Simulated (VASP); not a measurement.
Molecule: FC2SeH, in a box.

```
CELL_PARAMETERS angstrom
12.00000 0.00000 0.00000
0.00000 12.00000 0.00000
0.00000 0.00000 12.00000
ATOMIC_POSITIONS crystal
F 0.46530 0.38970 0.60403
C 0.47618 0.46981 0.53257
C 0.53365 0.55443 0.50435
Se 0.40206 0.52273 0.40164
H 0.60011 0.61380 0.51142
```

- Program: VASP 6.6.1
- Task: single point
- Functional: PBE
- Potentials or basis: VASP PAW PBE potentials, release 64 (F, C, Se, H)
- Cutoff: 520 eV
- k mesh: 1 × 1 × 1
- Occupations: gaussian, width 0.01 eV
- Spin: no spin polarisation

On this cell: largest force 1.276 eV/Å; gap between the frontier levels 2.41 eV.

The same run follows on a disturbed copy (atoms moved at random, drawn with an rms of 0.05 Å):

```xyz
5
Lattice="12.0000 0.0000 0.0000 0.0000 12.0000 0.0000 0.0000 0.0000 12.0000" Properties=species:S:1:pos:R:3 pbc="T T T"
F     5.6096    4.6500    7.2993
C     5.7349    5.5777    6.4189
C     6.3594    6.6075    6.0434
Se    4.8241    6.2792    4.8013
H     7.1648    7.4221    6.1112
```

Problem. What changes?

Solution. The energy moves by +25.2 meV/atom; largest force 3.887 eV/Å; gap between the frontier levels 2.47 eV.

Forces on the atoms (eV/Å):
```
F   -0.153 -1.169  0.989
C   -0.746  0.069 -0.716
C    2.572  2.908 -0.191
Se  -0.357 -0.316 -0.102
H   -1.316 -1.492  0.021
```

